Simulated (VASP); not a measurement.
Data:

```
CELL_PARAMETERS angstrom
      0.00000     2.55711     2.55711
      2.55711     0.00000     2.55711
      2.55711     2.55711     0.00000
ATOMIC_POSITIONS crystal
  Hf 0.00000 0.00000 0.00000
  O  0.25000 0.25000 0.25000
  O  0.75000 0.75000 0.75000
```

The numbers are results of optB88-vdW, VASP's PBE PAW potentials (set 64) (plane waves; VASP), not measurements. Run with 520 eV cut-off, 8×8×8 Γ-centred mesh, Gaussian smearing of 0.050 eV, potentials Hf_pv O.

Give the stress tensor in GPa (positive for a compressed cell).

```
-7.26   0.00   0.00
 0.00  -7.26   0.00
 0.00   0.00  -7.26
```
The pressure is its mean diagonal, -7.26 GPa.

The compound is HfO2 in the fluorite structure, the high-temperature cubic form, which is unstable at 0 K; the monoclinic form is the stable one. This cell is one point of a volume scan, at 1.03 of the reference volume.
